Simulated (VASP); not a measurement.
Energy against volume of LiCl (rock salt). These are PBE GGA with D3 dispersion (Becke-Johnson damping), VASP's PBE PAW potentials (set 64) (plane waves; VASP) values and carry that method's errors. Run with 520 eV cut-off, 9×9×9 Γ-centred mesh, Gaussian smearing of 0.050 eV, potentials Li_sv Cl.

```
V (Å³/atom)  E (eV/atom)
-----------  -----------
14.980          -3.91577
15.458          -3.92164
15.936          -3.92359
16.414          -3.92214
```

Question: Fit these four points and predict the energy of the run at 16.893 Å³/atom.

Answer: A cubic in V^(−2/3), the third-order Birch-Murnaghan form, passes through the four points with V0 = 15.96 Å³/atom and B0 = 38 GPa, and gives -3.9177 eV/atom there. The run gave -3.9179 eV/atom, -0.1 meV/atom from the fit; all five points give B0 = 37 GPa.

The compound is LiCl in the rock salt structure. It was relaxed first, which changed the volume by -6 %.
